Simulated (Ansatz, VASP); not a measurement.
**H23C11 (amorphous polyisobutylene at 580 K) in two plane-wave programs**

Wanted: the spread between two codes on one cell, functional and k mesh. The cell is taken from a series of runs on this material, whose earlier steps may have relaxed, scaled, displaced or heated it; both programs get it as it stands.

Calculated with Ansatz 0.2.0; plane waves, with VASP 6.6.1 beside it; single point at LDA.

## 1. The structure

The cell holds 136 atoms: 44 C and 92 H. Its edges and angles: a = 11.232 Å, b = 11.232 Å, c = 11.232 Å, α = 90.0°, β = 90.0°, γ = 90.0°. As first built, before any earlier steps moved the atoms (in the runner's words): 2 polyisobutylene chains of 5 units placed at random, at 0.728 g/cm^3; overlaps pushed apart, then 20 ps at 800 K with MMFF94 bonds, angles, torsions, charges and radii (Halgren, J. Comput. Chem. 17, 490 (1996)) in harmonic and 12-6 forms; charges of ions scaled by 0.8. Snapshot after 30 ps at 580 K and fixed volume. The cell carries charge +1.

## 2. Ansatz: single point, LDA

Ansatz runs on its default PAW (the set named soft_2) files.

A single point gives forces, pressure and levels at one fixed geometry, so differences don't come from the geometry; what else differs is listed under the comparison.

Contents of input.yaml:

```yaml
crystal:
  lattice:
    - [11.23193, 0.0, 0.0]
    - [0.0, 11.23193, 0.0]
    - [0.0, 0.0, 11.23193]
  atoms:
    - { symbol: C, position: [0.73696, 0.53267, 0.59059] }
    - { symbol: C, position: [0.79892, 0.4732, 0.69335] }
    - { symbol: C, position: [0.73596, 0.36373, 0.74915] }
    - { symbol: C, position: [0.81341, 0.32226, 0.8507] }
    - { symbol: C, position: [0.72775, 0.26685, 0.65595] }
    - { symbol: C, position: [0.61292, 0.41089, 0.78633] }
    - { symbol: C, position: [0.52926, 0.33967, 0.87134] }
    - { symbol: C, position: [0.52035, 0.21009, 0.83872] }
    - { symbol: C, position: [0.57223, 0.35231, 0.99803] }
    - { symbol: C, position: [0.41125, 0.40799, 0.85123] }
    - { symbol: C, position: [0.28746, 0.36586, 0.90001] }
    - { symbol: C, position: [0.20799, 0.47069, 0.86576] }
    - { symbol: C, position: [0.24501, 0.25747, 0.83202] }
    - { symbol: C, position: [0.29494, 0.34633, 0.03374] }
    - { symbol: C, position: [0.18266, 0.34403, 0.1149] }
    - { symbol: C, position: [0.13408, 0.46807, 0.13622] }
    - { symbol: C, position: [0.08442, 0.26794, 0.0622] }
    - { symbol: C, position: [0.21685, 0.28293, 0.23314] }
    - { symbol: C, position: [0.2919, 0.34021, 0.33194] }
    - { symbol: C, position: [0.32159, 0.23948, 0.41749] }
    - { symbol: C, position: [0.22269, 0.43308, 0.40179] }
    - { symbol: C, position: [0.40783, 0.39458, 0.28958] }
    - { symbol: H, position: [0.71516, 0.46919, 0.51906] }
    - { symbol: H, position: [0.79458, 0.60156, 0.55104] }
    - { symbol: H, position: [0.65403, 0.57769, 0.61765] }
    - { symbol: H, position: [0.81528, 0.53822, 0.76565] }
    - { symbol: H, position: [0.8874, 0.4405, 0.66468] }
    - { symbol: H, position: [0.90316, 0.30012, 0.81669] }
    - { symbol: H, position: [0.77921, 0.24041, 0.89319] }
    - { symbol: H, position: [0.82356, 0.39118, 0.91995] }
[... 100 atom lines left out ...]
    - { symbol: H, position: [0.45631, 0.81728, 0.4954] }
    - { symbol: H, position: [0.44073, 0.96645, 0.54903] }
    - { symbol: H, position: [0.56217, 0.87753, 0.59693] }
    - { symbol: H, position: [0.39626, 0.66818, 0.78824] }
    - { symbol: H, position: [0.54029, 0.71283, 0.73759] }
    - { symbol: H, position: [0.43818, 0.64373, 0.63696] }
total_charge: 1
kpoints:
  mp_grid: { grid: [1, 1, 1] }
hamiltonian:
  xc: lda
scf:
  occupations: { method: fermi_dirac, width: 0.01 }
  lower_state_search: "off"
output:
  forces: true
  stress: true
  populations: true
  dos:
    method: { smearing: { sigma: 0.1 } }
    de: 0.1
    projected: { site_lists: { C: [C], H: [H] } }
  eigenvalues: true
  write_density: true
  write_potential: true
  volumetric_format: npy
magnetization:
  spin_polarized: true
  initial_magnetization: 1
```

Run with:

```console
ansatz run input.yaml --threads 4 --pin off --max-ram 8192MiB --backend cpu --events-out ev --progress --plain --runs-dir out
```

Numbers of over 12 decimals in the logs are rounded to 6 here.

The log of the run:

```text
Engine: ansatz 0.2.0, x86_64-unknown-linux-gnu
Pseudopotentials: kind: paw
Pseudopotential: C, paw, valence charge 4, recommended cutoff 420 eV (normal), C.paw.azcp
Pseudopotential: H, paw, valence charge 1, recommended cutoff 420 eV (normal), H.paw.azcp
Functional definition: SPW92
  exchange = slater_x
  correlation = pw_c
Crystal: 136 atoms, lattice volume = 1416.978 Å³
Basis set: ecut = 420 eV, 27633 PW (Γ)
Bands: 270, of which v1, the nominal top of the filled ones, is band 134 counted from 1 (133 counted from 0)
Symmetry: 1 space group operations
Space group: P1 (ITA 1), of the structure as read, at distance tolerance 1.1e-4 Å
Magnetic group: BNS 1.1 (UNI 1), of the structure as read, at distance tolerance 1.1e-4 Å
k-points: 1
Non-local potential: C, projectors of the file, l = 0: 2, l = 1: 2, l = 2: 1
Non-local potential: H, projectors of the file, l = 0: 2, l = 1: 1
PAW form: soft (Blöchl's): semilocal exchange-correlation on the pseudo side does not see the compensation charge
PAW frozen core: C, regenerated for the run's functional, and the local potential with it (the file was generated under x = pbe(κ = 0.804, μ = 0.219515), c = pbe(β = 0.066725))
PAW one-centre angular grid: C, 110 points (default); XC on 64 Gauss nodes
PAW one-centre angular grid: H, 110 points (default); XC on 64 Gauss nodes
Initial density: superposition of atomic densities (chi_scale 0.1, normalization cell)
Starting moments: Σ|m| = 1 μB on 136 of 136 sites
Initial wavefunctions: pseudopotential atomic-orbital guess
Functional: x = slater, c = lda
SCF iter   1: F=—  HF=-12223.897896 eV  |F-HF|=—  |Δ(HF+E_count)|=         —  Δρ=5.66e-2 (↑5.66e-2 ↓5.61e-2)  dr2=2.32e2  dr2_m=6.88e-2  M=1.000 μB ∫|m|=1.022 μB  β_m=1.00  ethr=3.10e-3  ⟨swp⟩=6.0  Hψ=2248  notcnv=0  defer=223
preconditioner: auto → Resta (q_TF=auto, 2.066 Å⁻¹)  ε∞=1.9  [insulator: Δε(μ)=0.102 eV  Ē_g=17.180 eV  σ=0.010 eV  W_gap=0.99  n_scr=202 (ndim 8)  ℏωp=16.1 eV  f_vac=0.205  D(μ)=1.18/eV (n_scr^D=0)  ε∞_Penn≈1.9]
spin=Collinear: Resta preconditioning applied to the charge; magnetization (m = ρ↑ − ρ↓) channel mixes plain (no charge-response kernel on spin).
SCF iter   2: F=—  HF=-12165.955875 eV  |F-HF|=—  |Δ(HF+E_count)|=         —  Δρ=3.30e-2 (↑3.19e-2 ↓3.30e-2)  dr2=6.61e1  dr2_m=5.17e-2  M=0.046 μB ∫|m|=0.157 μB  β_m=0.30  ethr=3.10e-3  ⟨swp⟩=3.0  Hψ=916  notcnv=0  defer=259
Mixer restart at iter 2: flushing history
preconditioner: auto → none  [metal: Δε(μ)=0.002 eV  Ē_g=16.267 eV  σ=0.010 eV  W_gap=0.05  n_scr=202 (ndim 8)  ℏωp=16.1 eV  f_vac=0.217  D(μ)=49.89/eV (n_scr^D=388)]
SCF iter   3: F=—  HF=-12148.132116 eV  |F-HF|=—  |Δ(HF+E_count)|=    1.78e1  Δρ=1.98e-2 (↑1.98e-2 ↓1.98e-2)  dr2=1.72e1  dr2_m=2.34e-2  M=0.997 μB ∫|m|=1.034 μB  β_m=0.30  ethr=3.10e-3  ⟨swp⟩=4.5  Hψ=581  notcnv=0  defer=259
SCF iter   4: F=—  HF=-12144.302848 eV  |F-HF|=—  |Δ(HF+E_count)|=    3.83e0  Δρ=1.13e-2 (↑1.01e-2 ↓1.13e-2)  dr2=6.88e0  dr2_m=3.95e-2  M=0.074 μB ∫|m|=0.174 μB  β_m=0.30  ethr=3.10e-3  ⟨swp⟩=3.0  Hψ=896  notcnv=0  defer=260
SCF iter   5: F=—  HF=-12142.606424 eV  |F-HF|=—  |Δ(HF+E_count)|=    1.70e0  Δρ=6.19e-3 (↑5.89e-3 ↓6.19e-3)  dr2=1.67e0  dr2_m=1.82e-2  M=0.990 μB ∫|m|=1.016 μB  β_m=0.30  ethr=2.58e-3  ⟨swp⟩=3.0  Hψ=420  notcnv=0  defer=260
SCF iter   6: F=—  HF=-12142.578853 eV  |F-HF|=—  |Δ(HF+E_count)|=   2.76e-2  Δρ=3.95e-3 (↑1.65e-3 ↓3.95e-3)  dr2=1.54e0  dr2_m=3.24e-2  M=0.127 μB ∫|m|=0.218 μB  β_m=0.30  ethr=6.27e-4  ⟨swp⟩=3.0  Hψ=876  notcnv=0  defer=260
SCF iter   7: F=—  HF=-12142.289792 eV  |F-HF|=—  |Δ(HF+E_count)|=   2.89e-1  Δρ=1.34e-3 (↑9.53e-4 ↓1.34e-3)  dr2=1.40e-1  dr2_m=5.76e-3  M=0.843 μB ∫|m|=0.869 μB  β_m=0.30  ethr=5.77e-4  ⟨swp⟩=3.0  Hψ=301  notcnv=0  defer=260
SCF iter   8: F=—  HF=-12142.340789 eV  |F-HF|=—  |Δ(HF+E_count)|=   5.10e-2  Δρ=3.34e-3 (↑7.50e-4 ↓3.34e-3)  dr2=9.18e-1  dr2_m=2.70e-2  M=0.348 μB ∫|m|=0.426 μB  β_m=0.30  ethr=5.26e-5  ⟨swp⟩=2.0  Hψ=634  notcnv=0  defer=260
SCF iter   9: F=—  HF=-12142.300673 eV  |F-HF|=—  |Δ(HF+E_count)|=   4.01e-2  Δρ=2.57e-3 (↑8.52e-4 ↓2.57e-3)  dr2=5.00e-1  dr2_m=2.21e-2  M=0.986 μB ∫|m|=1.014 μB  β_m=0.30  ethr=5.26e-5  ⟨swp⟩=3.5  Hψ=403  notcnv=0  defer=260
SCF iter  10: F=—  HF=-12142.297595 eV  |F-HF|=—  |Δ(HF+E_count)|=   3.08e-3  Δρ=2.89e-3 (↑1.22e-4 ↓2.89e-3)  dr2=5.18e-1  dr2_m=2.65e-2  M=0.654 μB ∫|m|=0.709 μB  β_m=0.30  ethr=5.26e-5  ⟨swp⟩=3.0  Hψ=290  notcnv=0  defer=260
SCF iter  11: F=—  HF=-12142.291930 eV  |F-HF|=—  |Δ(HF+E_count)|=   5.67e-3  Δρ=1.03e-3 (↑5.70e-4 ↓1.03e-3)  dr2=3.23e-2  dr2_m=7.18e-3  M=0.979 μB ∫|m|=1.011 μB  β_m=0.30  ethr=5.26e-5  ⟨swp⟩=1.5  Hψ=453  notcnv=0  defer=260
SCF iter  12: F=—  HF=-12142.293553 eV  |F-HF|=—  |Δ(HF+E_count)|=   1.62e-3  Δρ=7.41e-4 (↑4.32e-4 ↓7.41e-4)  dr2=2.86e-2  dr2_m=3.29e-3  M=0.998 μB ∫|m|=1.034 μB  β_m=0.30  ethr=1.21e-5  ⟨swp⟩=1.5  Hψ=281  notcnv=0  defer=260
Mixer restart at iter 12: flushing history
[...]
k-point 0 ↓: bands = [... 130 lower, -3.0117, -2.9119, -2.5462, -2.5443, 2.4102, 3.2570, 3.3563, 3.4102, ... 132 higher]
--- Löwdin populations: 136 sites ---
  site symbol       q [e]    m [muB]
     0      C      4.4857     0.0024
     1      C      4.2642     0.0340
     2      C      3.8974     0.0378
     3      C      4.4740     0.0061
     4      C      4.4866     0.0038
     5      C      4.2729     0.0544
     6      C      3.8982     0.0455
     7      C      4.4705     0.0083
     8      C      4.4756     0.0105
     9      C      4.2633     0.0623
    10      C      3.8979     0.0439
    11      C      4.4654     0.0278
    12      C      4.4746     0.0071
    13      C      4.2836     0.0203
    14      C      3.9031     0.0258
    15      C      4.4830     0.0049
    16      C      4.4729     0.0035
    17      C      4.2951     0.0081
    18      C      3.8994     0.0017
    19      C      4.4808     0.0027
    20      C      4.4922     0.0009
    21      C      4.4841     0.0010
    22      H      0.8042     0.0002
    23      H      0.7929     0.0039
[...]
128      H      0.8282     0.0005
   129      H      0.8183     0.0004
   130      H      0.8053    -0.0002
   131      H      0.8200     0.0007
   132      H      0.8067     0.0052
   133      H      0.8265    -0.0001
   134      H      0.8207     0.0010
   135      H      0.8193    -0.0001
  spilling = 0.009391 (of n_electrons = 267.000000)
```

## 3. VASP: single point, LDA

The same cell, functional (in two slightly different forms), mesh and smearing now go to VASP, with its own data sets.

Lines of VASP's logs that name or quote its potential files are left out, and so is its time.

Contents of INCAR:

```
SYSTEM = H23C11
PREC = Accurate
ENCUT = 600
EDIFF = 1E-06
NELM = 200
ISMEAR = -1
SIGMA = 0.01
LREAL = Auto
ALGO = Normal
GGA = CA
NELECT = 267
NBANDS = 228
ISPIN = 2
MAGMOM = 0 0.01 0.02 0 0 0.02 0.03 0 0 0.02 0.03 0.01 0 0.01 0.02 0 0 0 0 0 0 0 0 0 0.02 0 0 0.01 0.02 0 0 0.01 0.02 0 0.01 0.02 0.02 0.01 0 0.01 0.01 0 0 0 0 0 0 -0 0 0 0 0 0 0 -0 0 0 -0 0 0 0 0 -0 0 -0 0.01 0 -0 0 0 0 0 0 0 -0 0 0 0 0 -0 0 0 0 -0 0 0 0 -0 0 0 -0 0 0 0 0 -0 0 0 0 0 -0 0 -0 0 -0 0 0 0 0 0.01 0 0 0 0 -0 0 -0 0 -0 -0 -0 0 0 0 0 0.01 0 -0 0 0 0 0 0 -0 0 0
LORBIT = 11
LWAVE = .FALSE.
LCHARG = .FALSE.
ISIF = 2
LASPH = .TRUE.
GGA_COMPAT = .FALSE.
```

Contents of POSCAR:

```
H23C11
1.0
   11.2319300000      0.0000000000      0.0000000000
    0.0000000000     11.2319300000      0.0000000000
    0.0000000000      0.0000000000     11.2319300000
C H
44 92
Direct
    0.7369600000      0.5326700000      0.5905900000
    0.7989200000      0.4732000000      0.6933500000
    0.7359600000      0.3637300000      0.7491500000
    0.8134100000      0.3222600000      0.8507000000
    0.7277500000      0.2668500000      0.6559500000
    0.6129200000      0.4108900000      0.7863300000
    0.5292600000      0.3396700000      0.8713400000
    0.5203500000      0.2100900000      0.8387200000
    0.5722300000      0.3523100000      0.9980300000
    0.4112500000      0.4079900000      0.8512300000
    0.2874600000      0.3658600000      0.9000100000
    0.2079900000      0.4706900000      0.8657600000
    0.2450100000      0.2574700000      0.8320200000
    0.2949400000      0.3463300000      0.0337400000
    0.1826600000      0.3440300000      0.1149000000
    0.1340800000      0.4680700000      0.1362200000
    0.0844200000      0.2679400000      0.0622000000
    0.2168500000      0.2829300000      0.2331400000
    0.2919000000      0.3402100000      0.3319400000
    0.3215900000      0.2394800000      0.4174900000
    0.2226900000      0.4330800000      0.4017900000
    0.4078300000      0.3945800000      0.2895800000
    0.8219300000      0.9246100000      0.3232100000
    0.8875200000      0.8975400000      0.2087500000
    0.8237800000      0.9360700000      0.0955300000
    0.7902900000      0.0670700000      0.1032500000
    0.7102800000      0.8653400000      0.0780500000
    0.9054000000      0.9283700000      0.9845900000
    0.9769000000      0.8182400000      0.9518000000
    0.0820900000      0.7969300000      0.0340100000
[... 100 atom lines left out ...]
    0.4563100000      0.8172800000      0.4954000000
    0.4407300000      0.9664500000      0.5490300000
    0.5621700000      0.8775300000      0.5969300000
    0.3962600000      0.6681800000      0.7882400000
    0.5402900000      0.7128300000      0.7375900000
    0.4381800000      0.6437300000      0.6369600000
```

Contents of KPOINTS:

```
Automatic mesh
0
Gamma
1 1 1
0 0 0
```

PAW data sets: C and H (LDA family, release 64).

Run with:

```console
export OMP_NUM_THREADS=4
mpirun -np 1 vasp_gam
```

The log of the run:

```text
[banner, memory and clock lines left out]
running    1 mpi-ranks, on    1 nodes
[...]
Offloading initialized ...    1 GPUs detected
[...]
LDA part: xc-table for (Slater(with rela. corr.)+CA(PZ))
 , standard interpolation
 POSCAR, INCAR and KPOINTS ok, starting setup
[...]
entering main loop
       N       E                     dE             d eps       ncg     rms          rms(c)
DAV:   1     0.165863578034E+04    0.16586E+04   -0.13590E+05   920   0.116E+03
DAV:   2    -0.620564616044E+03   -0.22792E+04   -0.21482E+04  1152   0.249E+02
DAV:   3    -0.856915623240E+03   -0.23635E+03   -0.23418E+03  1184   0.798E+01
DAV:   4    -0.864216028767E+03   -0.73004E+01   -0.72790E+01  1208   0.164E+01
DAV:   5    -0.864442567725E+03   -0.22654E+00   -0.22637E+00  1288   0.275E+00BRMIX: very serious problems
 the old and the new charge density differ
 old charge density:   268.00000 new  267.00000
    0.453E+01
DAV:   6    -0.793229116358E+03    0.71213E+02   -0.11434E+02  1064   0.164E+01    0.219E+01
DAV:   7    -0.781912325308E+03    0.11317E+02   -0.30191E+01  1168   0.893E+00    0.116E+01
DAV:   8    -0.779929027286E+03    0.19833E+01   -0.49757E+00  1168   0.405E+00    0.549E+00
DAV:   9    -0.779510735202E+03    0.41829E+00   -0.14964E+00  1088   0.245E+00    0.224E+00
[...]
DAV:  24    -0.779503521460E+03    0.40030E-06   -0.27833E-05   976   0.446E-03    0.429E-03
DAV:  25    -0.779503524446E+03   -0.29854E-05   -0.36216E-06   888   0.301E-03    0.119E-02
DAV:  26    -0.779503524737E+03   -0.29086E-06   -0.11742E-06   864   0.137E-03
   1 F= -.77950352E+03 E0= -.77949660E+03  d E =-.138533E-01  mag=    -0.9998
```

OUTCAR, selected parts (step 3):

```text
 magnetization (x)
# of ion       s       p       d       tot
------------------------------------------
    1        0.000  -0.002   0.000  -0.001
    2       -0.002  -0.021   0.000  -0.023
    3       -0.001  -0.028   0.000  -0.029
    4        0.000  -0.004   0.000  -0.004
    5        0.000  -0.002   0.000  -0.002
    6       -0.001  -0.038   0.000  -0.039
[...]
134        0.000  -0.000   0.000   0.000
  135       -0.001  -0.000   0.000  -0.001
  136       -0.000  -0.000   0.000  -0.000
--------------------------------------------------
tot         -0.172  -0.576   0.000  -0.748
```

The run ends at a pressure of -0.56 GPa, with forces up to 0.053 eV/Å.

## 4. Differences

Known differences besides the potentials themselves: VASP starts from the moments at which Ansatz ended; the two LDA forms differ slightly; the cutoff is 420 eV in Ansatz and 600 eV in VASP (PREC = Accurate, projectors in real space); VASP's log shows a relativistic correction to its local exchange, Ansatz's none. Total energies have different zeros and are not compared.

Compared:

```csv
quantity,Ansatz,VASP,difference
total moment (μB),-1.00,-1.00,0.00
```

Forces on 10 of the 136 atoms, those with the largest forces and the largest differences (eV/Å; atoms numbered as in POSCAR):

```csv
atom,"Ansatz x, y, z","VASP x, y, z"
C13,"-0.019, -0.037, -0.020","-0.020, -0.043, -0.023"
H65,"0.001, -0.002, -0.002","0.009, 0.041, 0.013"
H72,"-0.002, 0.003, -0.006","0.019, -0.036, 0.002"
H75,"0.003, 0.002, 0.001","0.034, 0.031, 0.014"
H79,"0.000, -0.001, -0.004","-0.017, 0.015, -0.042"
H81,"0.001, 0.001, -0.001","-0.039, -0.011, 0.019"
H101,"-0.001, 0.000, -0.002","-0.022, 0.011, -0.040"
H102,"-0.002, 0.001, -0.001","-0.031, 0.011, -0.035"
H109,"0.001, -0.002, -0.002","0.024, -0.036, -0.019"
H122,"0.006, 0.002, -0.001","0.047, 0.011, -0.012"
```

The forces differ by 21 meV/Å r.m.s., where the r.m.s. force is 0.005 eV/Å in Ansatz and 0.021 eV/Å in VASP: the atoms lie near their places of rest in Ansatz, so a percentage would say little (all taken over all components). Without spin-orbit coupling the overall direction of the spins is arbitrary; the signs of Ansatz's moments are turned here to match VASP's. The cell carries a charge of +1 e against a uniform background, so its pressure also hangs on how the neutralising background is counted, and in a defect's cell a gap may be the spacing between its levels.

## 5. Summary of results

```yaml
r_m_s_force_difference_single_point_lda: 21 meV/Å
```

The r.m.s. force difference is 21 meV/Å (single point, LDA), beyond the 12 meV/Å picked in this series as the mark of a large difference. What causes the difference of the single point, LDA pair stays open here. Such differences can come from data sets, numerical settings and the points named under the comparisons, not from the functional's error against experiment.

[Lines on the potential files, build, host, timing and source positions are cut from VASP's logs without a mark.]

[Logs are printed without paths, hosts, clocks, repeated set-up lines and the standing remarks that a program may print on its own settings, such as how far it seeks lower states.]

[Hosts, paths, dates, database ids (printed as entryN), source tags and the programs' standing remarks are cut or masked in the printed files.]

[The MMFF94 radii named for the starting cell were scaled by 0.96; in molecules described by MMFF94, hydrogen bound to N, O or S took a small fixed 12-6 site in their place.]
